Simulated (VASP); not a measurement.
An input for Quantum ESPRESSO's pw.x (written as the equivalent of a VASP run, and not itself run):

```
&CONTROL
  calculation = 'vc-relax'
  pseudo_dir = './pseudo'
  outdir = './out'
  tprnfor = .true.
  tstress = .true.
  nstep = 40
  forc_conv_thr = 0.00078
/
&SYSTEM
  ibrav = 0
  nat = 1
  ntyp = 1
  ecutwfc = 76
  occupations = 'smearing'
  smearing = 'methfessel-paxton'
  degauss = 0.00735
  input_dft = 'pz'
/
&ELECTRONS
  conv_thr = 7.3e-08
  electron_maxstep = 100
/
&IONS
/
&CELL
  press = 100
/
ATOMIC_SPECIES
  Au 196.967 Au.upf
CELL_PARAMETERS angstrom
     0.0000000    1.9957932    1.9957932
     1.9957932   -0.0000000    1.9957932
     1.9957932    1.9957932    0.0000000
ATOMIC_POSITIONS crystal
  Au   0.0000000  0.0000000  0.0000000
K_POINTS automatic
  16 16 16 0 0 0
```

Q: Translate this input to VASP (INCAR, KPOINTS, POSCAR, choice of POTCAR).

A: This is not unique; one that fits is 
INCAR:
```
SYSTEM = Au
PREC = Accurate
ENCUT = 500
EDIFF = 1E-6
NELM = 100
ALGO = Normal
LREAL = .FALSE.
LASPH = .TRUE.
ISMEAR = 1
SIGMA = 0.1
LMAXMIX = 6
LWAVE = .FALSE.
LCHARG = .FALSE.
IBRION = 2
ISIF = 3
NSW = 40
EDIFFG = -0.02
PSTRESS = 100
```

### POSCAR
```
Au
1
    0.0000000000     1.9957931725     1.9957931725
    1.9957931725    -0.0000000000     1.9957931725
    1.9957931725     1.9957931725     0.0000000000
Au
1
Direct
  0.0000000000   0.0000000000   0.0000000000
```

File KPOINTS:
```
Automatic mesh
0
Gamma
16 16 16
0 0 0
```

POTCAR, in this order: Au (LDA.64 set). Program: vasp_std.

The two are equivalent in intent, not identical: the potentials are each code's own (VASP's PAW set, PseudoDojo norm-conserving files in pw.x), so ENCUT and ecutwfc are chosen apart and not converted; conv_thr bounds pw.x's estimated SCF error, while EDIFF bounds the energy change between steps; forc_conv_thr acts on force components and is met together with etot_conv_thr.

The compound is Au in the fcc structure. It was relaxed first under an external pressure of 10 GPa.
